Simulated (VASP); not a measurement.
An input for Quantum ESPRESSO's pw.x (written as the equivalent of a VASP run, and not itself run):

```
&CONTROL
  calculation = 'vc-relax'
  pseudo_dir = './pseudo'
  outdir = './out'
  tprnfor = .true.
  tstress = .true.
  nstep = 40
  forc_conv_thr = 0.00039
/
&SYSTEM
  ibrav = 0
  nat = 4
  ntyp = 1
  ecutwfc = 82
  occupations = 'smearing'
  smearing = 'gaussian'
  degauss = 0.003675
  input_dft = 'pbesol'
/
&ELECTRONS
  conv_thr = 7.3e-09
  electron_maxstep = 100
/
&IONS
/
&CELL
  press = 100
/
ATOMIC_SPECIES
  C 12.011 C.upf
CELL_PARAMETERS angstrom
     1.2307166   -2.1316632    0.0000000
     1.2307166    2.1316632    0.0000000
     0.0000000    0.0000000    7.1929606
ATOMIC_POSITIONS crystal
  C    0.0000000  0.0000000  0.2500000
  C    0.0000000  0.0000000  0.7500000
  C    0.3333330  0.6666670  0.2500000
  C    0.6666670  0.3333330  0.7500000
K_POINTS automatic
  10 10 4 0 0 0
```

**Question.** Write the VASP files for the same calculation (PBEsol).

**Answer.** Several could match; the one computed here: 
### INCAR
```
! general
SYSTEM   =  C
PREC     =  Accurate
ENCUT    =  600   ! plane-wave cut-off (eV)
LREAL    =  F
LASPH    =  T   ! aspherical one-centre terms

! electronic loop
EDIFF    =  1E-7
NELM     =  100   ! most electronic steps
ALGO     =  Normal

! smearing
ISMEAR   =  0   ! Gaussian
SIGMA    =  0.05   ! width (eV)

! functional
GGA      =  PS

! ions
IBRION   =  2   ! conjugate gradients
NSW      =  40
ISIF     =  3   ! ions, shape and volume
EDIFFG   =  -0.01   ! ionic stop
PSTRESS  =  100   ! kbar

! output
LWAVE    =  F
LCHARG   =  F
```

### KPOINTS
```
Automatic
0
gamma
10 10 4
0 0 0
```

### POSCAR
```
C
1
    1.2307166181    -2.1316632181     0.0000000000
    1.2307166181     2.1316632181     0.0000000000
    0.0000000000     0.0000000000     7.1929605768
C
4
Direct
  0.0000000000   0.0000000000   0.2500000000
  0.0000000000   0.0000000000   0.7500000000
  0.3333330000   0.6666670000   0.2500000000
  0.6666670000   0.3333330000   0.7500000000
```

POTCAR, in this order: C (PBE.64 set). Program: vasp_std.

The two are equivalent in intent, not identical: the potentials are each code's own (VASP's PAW set, PseudoDojo norm-conserving files in pw.x), so ENCUT and ecutwfc are chosen apart and not converted; conv_thr bounds pw.x's estimated SCF error, while EDIFF bounds the energy change between steps; forc_conv_thr acts on force components and is met together with etot_conv_thr.

The compound is C in the graphite structure. This run relaxes it under an external pressure of 10 GPa. Symmetry was kept, so distortions that lower it aren't found.
